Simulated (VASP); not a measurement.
Input:

```yaml
crystal:
  lattice:
    - [0.00000, 2.72775, 2.72775]
    - [2.72775, 0.00000, 2.72775]
    - [2.72775, 2.72775, 0.00000]
  atoms:
    - { symbol: Yb, position: [0.00000, 0.00000, 0.00000] }
```

Computed with vdW-DF2, VASP's PBE PAW potentials (set 64) (plane waves; VASP). Numerical set-up: 520 eV cut-off, Gaussian smearing of 0.050 eV, potentials Yb_2.

The 4f electrons are frozen in the core of the lanthanide potential, so 4f levels, which can set the real gap, and their magnetism are missing.

Give the energies of bands 4 to 7 at the high-symmetry points, in eV from the valence-band maximum.

```json
[
 {"band": "4", "Γ": "-4.92", "X": "-1.06", "U": "-0.29", "L": "-1.76", "W": "-0.01"},
 {"band": "5", "Γ": "2.80", "X": "0.31", "U": "0.18", "L": "0.23", "W": "0.80"},
 {"band": "6", "Γ": "2.80", "X": "1.50", "U": "1.14", "L": "2.58", "W": "0.80"},
 {"band": "7", "Γ": "2.80", "X": "6.09", "U": "4.20", "L": "2.58", "W": "2.26"}
]
```

The gap is indirect, 0.01 eV, from the valence maximum at L-W at 0.79 to the conduction minimum at L-W at 0.71.

The compound is Yb in the fcc structure. It was relaxed first.
